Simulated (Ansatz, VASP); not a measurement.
# One calculation of HPbNO4, two programs

```
H Pb N O
1.0
     4.12040   -0.00081   -0.01120
     0.00404    6.42722    0.05360
     0.02791    3.20707    7.74994
H Pb N O
2 2 2 8
Direct
  0.90366 0.21821 0.48851
  0.40337 0.78177 0.51142
  0.39455 0.30863 0.70725
  0.89489 0.69135 0.29266
  0.63409 0.19990 0.20730
  0.13386 0.80012 0.79275
  0.90829 0.32866 0.54369
  0.53792 0.39076 0.19497
  0.53483 0.11279 0.10602
  0.83718 0.08887 0.32672
  0.40817 0.67132 0.45624
  0.03774 0.60924 0.80520
  0.03429 0.88737 0.89397
  0.33716 0.91101 0.67330
```

The cell was built by a generator and needn't be a form met in nature.

Alike in both runs: functional PBE; k mesh 7 × 5 × 4; occupations fermi-dirac, width 0.05 eV; no spin polarisation.

|  | VASP | Ansatz |
| --- | --- | --- |
| version | VASP 6.6.1 | Ansatz 0.2.0 |
| potentials or method | VASP PAW PBE potentials, release 64 (H, Pb_d, N, O) | Ansatz PAW |
| plane-wave cutoff (eV) | 520 | 420 |
| valence electrons in the cell | 88 | 88 |
| task | optical spectrum | single point |

|  | VASP | Ansatz | Ansatz less VASP |
| --- | --- | --- | --- |
| gap on the k mesh at the Fermi level (eV) | 3.27 | 3.30 | +0.027 |
| least direct gap on the mesh (eV) | 3.36 | 3.39 | +0.028 |
| pressure (GPa) | 0.6 | 0.0 | -0.59 |
| largest component of the traceless stress (GPa) | 0.52 | 0.02 | -0.500 |
| rms of the force components (eV/Å) | 0.148 | 0.002 | -0.1464 |

Atom by atom the forces differ by 0.148 eV/Å (rms over components). One of these differences is far larger than is usual between the two programs; its cause wasn't traced. The functional is the same, so the differences come from potentials, cutoffs and numerics.

Caveats: spin-orbit coupling is left out, which as a rule narrows the gap of such compounds by several tenths of an eV; the standard files for N, O and F lose accuracy on very short bonds (VASP); spectra need much finer meshes, so this one isn't converged (VASP); independent-particle spectra lack excitons (VASP); an odd mesh through Γ misses points on the zone boundary, where band edges often lie (VASP); odd divisions of the mesh miss points on the zone boundary, where band edges often lie, so the gap on the mesh can be too wide (Ansatz); the pressure holds a Pulay correction of +0.6 GPa for the finite cutoff (Ansatz). As with any semilocal functional, this PBE gap is likely too small.
